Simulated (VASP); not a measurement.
Here is a VASP 6.6.1 calculation.

The input INCAR:

```
ALGO     = Normal         # electronic algorithm
EDIFF    = 1E-6           # SCF threshold, eV
EDIFFG   = -0.01          # ionic threshold
ENCUT    = 300            # plane-wave cutoff, eV
GGA      = PE             # functional
IBRION   = 2              # ionic algorithm
ISIF     = 3              # what is computed and relaxed
ISMEAR   = 0              # smearing method
LASPH    = T              # aspherical terms in the spheres
LCHARG   = F              # write CHGCAR
LREAL    = F              # projectors in reciprocal space
LWAVE    = F              # write WAVECAR
NELM     = 80             # most SCF steps
NSW      = 90             # ionic steps
PREC     = Accurate       # precision mode
SIGMA    = 0.03           # smearing width, eV
```

File KPOINTS:

```
k-points
0
Gamma
  3 3 3
```

The input POSCAR:

```
Nb4SiSb2
1.0
   -5.1819000000      5.1819000000      2.4575500000
    5.1819000000     -5.1819000000      2.4575500000
    5.1819000000      5.1819000000     -2.4575500000
Nb Si Sb
8 2 4
Direct
    0.0853000000      0.7930500000      0.8783500000
    0.9147000000      0.2069500000      0.1216500000
    0.7930500000      0.9147000000      0.7077500000
    0.2069500000      0.0853000000      0.2922500000
    0.4147000000      0.2930500000      0.7077500000
    0.5853000000      0.7069500000      0.2922500000
    0.7069500000      0.4147000000      0.1216500000
    0.2930500000      0.5853000000      0.8783500000
    0.2500000000      0.2500000000      0.0000000000
    0.7500000000      0.7500000000      0.0000000000
    0.8596300000      0.6403700000      0.5000000000
    0.1403700000      0.3596300000      0.5000000000
    0.6403700000      0.1403700000      0.7807400000
    0.3596300000      0.8596300000      0.2192600000
```

Potentials or basis: VASP PAW PBE potentials, release 64 (Nb_pv, Si, Sb).

The run is started by

```console
$ cat potpaw_PBE.64/Nb_pv/POTCAR potpaw_PBE.64/Si/POTCAR potpaw_PBE.64/Sb/POTCAR > POTCAR
$ mpirun -np 4 vasp_std > vasp.out
```

Q: What does it give for the band gap on the k mesh?

A: None (metal or under the smearing width).

Q: What does it give for the space group after relaxing (to 0.05 Å)?

A: I4/mcm (No. 140).

Q: Predict the relaxed cell.

A: a = 7.796 Å, b = 7.796 Å, c = 7.796 Å, α = 95.79°, β = 95.79°, γ = 142.97°.

Forces on the atoms (eV/Å):
```
Nb   0.005 -0.004  0.000
Nb  -0.005  0.004  0.000
Nb   0.004  0.005  0.000
Nb  -0.004 -0.005  0.000
Nb   0.005  0.004  0.000
Nb  -0.005 -0.004  0.000
Nb   0.004 -0.005  0.000
Nb  -0.004  0.005  0.000
Si   0.000  0.000  0.000
Si   0.000  0.000  0.000
Sb   0.006 -0.006  0.000
Sb  -0.006  0.006  0.000
Sb   0.006  0.006  0.000
Sb  -0.006 -0.006  0.000
```

Caveat: the k mesh is coarse (spacing up to 0.47 Å⁻¹), so the values aren't converged. Spin-orbit coupling is left out, which matters for the levels of Sb.
